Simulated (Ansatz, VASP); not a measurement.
# SrGa3: VASP beside Ansatz

```
Sr Ga
1.0
    -2.24493    2.24493    4.22826
     2.24493   -2.24493    4.22826
     2.24493    2.24493   -4.22826
Sr Ga
1 3
Cartesian
  0.0000 0.0000 0.0000
  0.0000 2.2449 2.1141
  2.2449 0.0000 2.1141
  0.0000 0.0000 4.2283
```

Alike in both runs: task single point; functional PBE; k mesh 6 × 6 × 6; occupations gaussian, width 0.1 eV; no spin polarisation.

|  | VASP | Ansatz |
| --- | --- | --- |
| version | VASP 6.6.1 | Ansatz 0.2.0 |
| potentials or method | VASP PAW PBE potentials, release 64 (Sr_sv, Ga_d) | scalar-relativistic, plane waves, PAW |
| plane-wave cutoff (eV) | 520 | 420 |
| valence electrons in the cell | 49 | 49 |

Ansatz gave:

| Quantity | Value |
| --- | --- |
| gap on the k mesh at the Fermi level (eV) | none |
| pressure (GPa) | 4.8 |
| largest component of the traceless stress (GPa) | 0.40 |

Task: Estimate VASP's values.

Result: gap on the k mesh at the Fermi level (eV): none; pressure (GPa): 5.0; largest component of the traceless stress (GPa): 0.37.

A gap of «none» marks a metal or a gap that the smearing closes. With one functional, cell and mesh, what is left measures potentials, basis and numerics.
